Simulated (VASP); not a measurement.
Data:

```xyz
6
Lattice="0.0000 4.7988 4.7988 4.7988 0.0000 4.7988 4.7988 4.7988 0.0000" Properties=species:S:1:pos:R:3 pbc="T T T"
Y      1.1997     1.1997     1.1997
Y      1.1997     3.5991     3.5991
Y      3.5991     1.1997     3.5991
Y      3.5991     3.5991     1.1997
Zr     7.1982     7.1982     7.1982
Zr     4.7988     4.7988     4.7988
```

Computed with PBE GGA, VASP's PBE PAW potentials (set 64) (plane waves; VASP). Run with 300 eV cut-off, 3×3×3 Γ-centred mesh, Gaussian smearing of 0.10 eV, potentials Y_sv Zr_sv.

At this cut-off the stress carries a Pulay error, which pulls relaxed volumes low.

Q: Give the stress tensor in GPa (positive for a compressed cell).

A: 
```
-7.56   0.00   0.00
 0.00  -7.56   0.00
 0.00   0.00  -7.56
```
The pressure is its mean diagonal, -7.56 GPa.

The structure was generated: Y2Zr was put into an ordered model structure, which need not be its known phase. The cell was not relaxed at this level. The k-mesh is coarse (spacing up to 0.38 per Å, 2π included), so the numbers may not be converged in it.
